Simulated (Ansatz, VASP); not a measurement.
# Bi (Bismuth): VASP beside Ansatz, part 2 of 2

Wanted: the spread between two codes on one cell, functional and k mesh.

VASP 6.6.1 and Ansatz 0.2.0.

So far. Step 4 (Side by side): The walks stopped with 0.00 GPa left in Ansatz and 0.03 GPa in VASP; each walk ends within a tolerance, so the volume difference is uncertain by about these residues over the bulk modulus, most in soft cells.

The database entry behind the starting cell lists a temperature near 78 K, so it need not match the best structure at ambient conditions.

## (5) Ansatz: relaxation of cell and atoms, r2SCAN with rVV10

Level of this step: Ansatz beside VASP: Kohn-Sham DFT, plane waves, r2SCAN with rVV10 (Ansatz).

The relaxed volume is the usual yardstick between codes: its relative difference is about their pressure difference at one cell divided by the bulk modulus.

The input, input.yaml:

```yaml
crystal:
  lattice:
    - [2.2675, 1.3091417354, 3.938]
    - [-2.2675, 1.3091417354, 3.938]
    - [0.0, -2.6182834708, 3.938]
  atoms:
    - { symbol: Bi, position: [0.234, 0.234, 0.234] }
    - { symbol: Bi, position: [0.766, 0.766, 0.766] }
hamiltonian:
  xc: r2scan
  pseudopotentials: { kind: paw }
  dispersion: rvv10
kpoints:
  mp_grid: { grid: [7, 7, 7] }
scf:
  occupations: { method: fermi_dirac, width: 0.05 }
relax:
  f_tol: 0.01
  max_steps: 60
  cell: { stress_tol: 0.05 }
output:
  forces: true
  stress: true
```

Started as:

```bash
> ansatz run input.yaml --threads 4 --pin off --max-ram 9216MiB --backend cpu --events-out ev --progress --plain --runs-dir out
```

Numbers of over 12 decimals in the logs are rounded to 6 here.

Log:

```text
[...]
Crystal: 2 atoms, lattice volume = 70.139 Å³
Basis set: ecut = 500 eV, 1785 PW (Γ), exchange–correlation on 160×160×160 points (64 copies of the dense FFT grid, shifted against one another)
Bands: 19, of which v1, the nominal top of the filled ones, is band 15 counted from 1 (14 counted from 0)
Symmetry: 12 space group operations
[...]
k-points: 44 of 343
[...]
-0.000000      -0.000000       0.013679
  P = ⅓ Tr σ = -0.0260 GPa (-0.260 kbar)
--- Relaxed structure (4 steps of the walk, 4 accepted, 1 SCFs on fresh bases) ---
[...]
cell:  # Å, volume = 70.5534 Å³
    - [2.268400, 1.309661, 3.958115]
    - [-2.268400, 1.309661, 3.958115]
    - [0, -2.619322, 3.958115]
  atoms:
    - { symbol: Bi, position: [0.234080, 0.234080, 0.234080] }
    - { symbol: Bi, position: [0.765920, 0.765920, 0.765920] }
[key lines of the parts left out:]
SCF converged after 5 iterations
Free energy (F): -24815.494538 eV
Fermi energy:    9.560394 eV
```

The job ended after 16 s (4 threads of Arm Neoverse V2, shared host; peak memory 0.69 GiB; 60 s of CPU time).

## (6) VASP: relaxation of cell and atoms, r2SCAN with rVV10

The same cell, functional, mesh and smearing now go to VASP, with its own data sets and cutoff.

The input, INCAR:

```
SYSTEM = Bi
PREC = Accurate
ENCUT = 520
EDIFF = 1E-06
NELM = 100
ISMEAR = -1
SIGMA = 0.05
LREAL = .FALSE.
ALGO = Normal
METAGGA = R2SCAN
LUSE_VDW = .TRUE.
IVDW_NL = 2
BPARAM = 11.95
CPARAM = 0.0093
LASPH = .TRUE.
NBANDS = 21
LORBIT = 11
LWAVE = .FALSE.
LCHARG = .FALSE.
KPAR = 2
IBRION = 2
NSW = 60
ISIF = 3
EDIFFG = -0.01
```

The input, POSCAR:

```
Bi
1.0
    2.2675000000      1.3091417354      3.9380000000
   -2.2675000000      1.3091417354      3.9380000000
    0.0000000000     -2.6182834708      3.9380000000
Bi
2
Direct
    0.2340000000      0.2340000000      0.2340000000
    0.7660000000      0.7660000000      0.7660000000
```

The input, KPOINTS:

```
Automatic mesh
0
Gamma
7 7 7
0 0 0
```

PAW data sets: Bi_d (PBE family, release 64).

Started as:

```bash
> mpirun -np 2 vasp_std
```

Log:

```text
[banner, memory and clock lines left out]
running    2 mpi-ranks, on    1 nodes
[...]
|                                                                             |
|               ----> ADVICE to this user running VASP <----                  |
|                                                                             |
|     You have switched on vdW-DFT.                                           |
|     This routine was written and supplied by Jiri Klimes. We recommend      |
|     that you carefully read and cite the following publications:            |
|       J. Klimes, D.R. Bowler, A. Michelides                                 |
|          J. Phys.: Cond Matt. 22 022201 (2010)                              |
|       J. Klimes, D.R. Bowler, A. Michelides                                 |
|          Phys. Rev. B. 83, 195131 (2011)                                    |
|     and references therein.                                                 |
|                                                                             |

[...]
Total rVV10 correction in eV:      0.8025256    32.2491532
DAV:  12    -0.116206756432E+03    0.10327E-05   -0.17857E-05  2398   0.443E-02    0.216E-03
Total rVV10 correction in eV:      0.8025284    32.2491532
Total rVV10 correction in eV:      0.8025284    32.2491532
DAV:  13    -0.116206756867E+03   -0.43504E-06   -0.96538E-07  1175   0.123E-02
Total rVV10 correction in eV:      0.8025259    32.2491532
Total rVV10 correction in eV:      0.8025259    32.2491532
Total rVV10 correction in eV:      0.8025279    32.2491532
Total rVV10 correction in eV:      0.8025279    32.2491532
   1 F= -.11620676E+03 E0= -.11620634E+03  d E =-.116207E+03
[... from here on, the cycles between the ionic steps are left out ...]
   4 F= -.11620743E+03 E0= -.11620698E+03  d E =-.673180E-03
   5 F= -.11620742E+03 E0= -.11620697E+03  d E =-.660126E-03
   6 F= -.11620743E+03 E0= -.11620698E+03  d E =-.672387E-03
   7 F= -.11620751E+03 E0= -.11620704E+03  d E =-.772536E-04
   8 F= -.11620755E+03 E0= -.11620705E+03  d E =-.125134E-03
   9 F= -.11620757E+03 E0= -.11620705E+03  d E =-.131748E-04
 trial-energy change:   -0.000013  1 .order   -0.000020   -0.000042    0.000002
 step:   1.0182(harm=  1.1882)  dis= 0.00080  next Energy=  -116.207568 (dE=-0.134E-04)
 reached required accuracy - stopping structural energy minimisation
```

OUTCAR, selected parts (step 6):

```text
  Total        0.0099764      0.0099764      0.0146784      0.0000000     -0.0000000      0.0000000
  in kB        0.2264170      0.2264170      0.3331279      0.0000000     -0.0000000      0.0000000
  external PRESSURE =       0.2619873 kB  Pullay stress =       0.0000000 kB

 POSITION                                       TOTAL-FORCE (eV/Angst)
 -----------------------------------------------------------------------------------
      0.00000      0.00000      2.78413        -0.000000      0.000000     -0.002043
      0.00000      0.00000      9.10783         0.000000     -0.000000      0.002043
 -----------------------------------------------------------------------------------
    total drift:                                0.000000      0.000000     -0.000000

  FREE ENERGIE OF THE ION-ELECTRON SYSTEM (eV)
  ---------------------------------------------------
  free  energy   TOTEN  =      -116.2075675629 eV

  energy  without entropy=     -116.2065352904  energy(sigma->0) =     -116.20705143

[... 2 parts as in an earlier step ...]

[... 2 further parts left out ...]
[key lines of the parts left out:]
E-fermi :   6.1813
```

## (7) Differences

What differs besides the data sets and the points named for the pairs above, as far as they apply: VASP keeps PBE cores, Ansatz makes them for the functional; the cutoff is 500 eV in Ansatz and 520 eV in VASP. Total energies have different zeros and are not compared.

The two programs side by side:

```tsv
quantity	Ansatz	VASP	difference
volume (Å³)	70.55	70.60	-0.06 %
edge a after relaxation, in the typed setting (Å)	4.746	4.751	-0.09 %
```

The walks stopped with -0.03 GPa left in Ansatz and 0.03 GPa in VASP; each walk ends within a tolerance, so the volume difference is uncertain by about these residues over the bulk modulus, most in soft cells.

## (8) Outcome

```yaml
difference_in_volume_relaxation_of_cell_and_atoms_pbe_with_d3_bj: 0.23 %
difference_in_edge_a_after_relaxation_in_the_typed_setting_relaxation_of_cell_and_atoms_r2scan_with_rvv10: -0.091 %
```

In words: The difference in volume is 0.23 % (relaxation of cell and atoms, PBE with D3(BJ)), within the 1.2 % picked in this series as the mark of a large difference, as far as the stopping tolerances let one tell. Such differences can come from data sets, numerical settings and the points named under the comparisons, not from the functional's error against experiment.

[Lines on the potential files, build, host, timing and source positions are cut from VASP's logs without a mark.]

[Logs are printed without paths, hosts, clocks, repeated set-up lines and the standing remarks that a program may print on its own settings, such as how far it seeks lower states.]

[Hosts, paths, dates, database ids (printed as entryN), source tags and the programs' standing remarks are cut or masked in the printed files.]
